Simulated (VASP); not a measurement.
Given:

```xyz
2
Lattice="0.0000 2.2771 2.2771 2.2771 0.0000 2.2771 2.2771 2.2771 0.0000" Properties=species:S:1:pos:R:3 pbc="T T T"
Zr     0.0000     0.0000     0.0000
N      2.2771     2.2771     2.2771
```

Method: PBEsol GGA with spin-orbit coupling, VASP's PBE PAW potentials (set 64) (plane waves; VASP). Numerical set-up: 520 eV cut-off, 12×12×12 Γ-centred mesh, Gaussian smearing of 0.050 eV, potentials Zr_sv N.

Task: What does the run give for the energy per atom (σ→0), band gap (over mesh and band path) with the smallest direct gap where there is one?

Result: 
The band gap (over mesh and band path) is none (metal, semimetal or under 0.01 eV). The energy per atom (σ→0) is -10.815 eV/atom.

Only differences to runs with the same potentials and settings are physical.

The compound is ZrN in the rock salt structure. It was relaxed first.
